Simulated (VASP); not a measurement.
KZnF3 (cubic perovskite), at 1.04 of the tabulated volume:

```xyz
5
Lattice="4.1033 0.0000 0.0000 0.0000 4.1033 0.0000 0.0000 0.0000 4.1033" Properties=species:S:1:pos:R:3 pbc="T T T"
K      0.0000     0.0000     0.0000
Zn     2.0516     2.0516     2.0516
F      2.0516     0.0000     2.0516
F      0.0000     2.0516     2.0516
F      2.0516     2.0516     0.0000
```

The lowest empty band near Γ, direction [111], from mBJ (TB09) with spin-orbit coupling in VASP (PAW); its two spin partners are averaged. The gap over the points computed is 6.75 eV, and the next band on that side lies 3.67 eV away at the edge.

Run with 520 eV cut-off, 6×6×6 Γ-centred mesh, Gaussian smearing of 0.050 eV, potentials K_sv Zn F.

| distance from the edge in k (1/Å) | distance in energy (meV) |
|---|---|
| 0.025 | 4.2 |
| 0.035 | 8.2 |
| 0.050 | 16.7 |
| 0.070 | 32.6 |

**Question.** Fit E(1 + αE) = ħ²k²/2m* (ħ²/2m0 = 3.810 eV Å²) and predict the row at 0.095 1/Å.

**Answer.** The rows don't resolve α, so a parabola serves: the electron mass is m* = 0.572 m0, and so 60.1 meV. The run gave 59.8 meV, -0.3 meV from the fit.

Left out are points under 3 meV from the edge, since the levels carry 0.1 meV, and points farther than half the way to the next band.

The compound is KZnF3 in the cubic perovskite structure. The cell was not relaxed at this level.
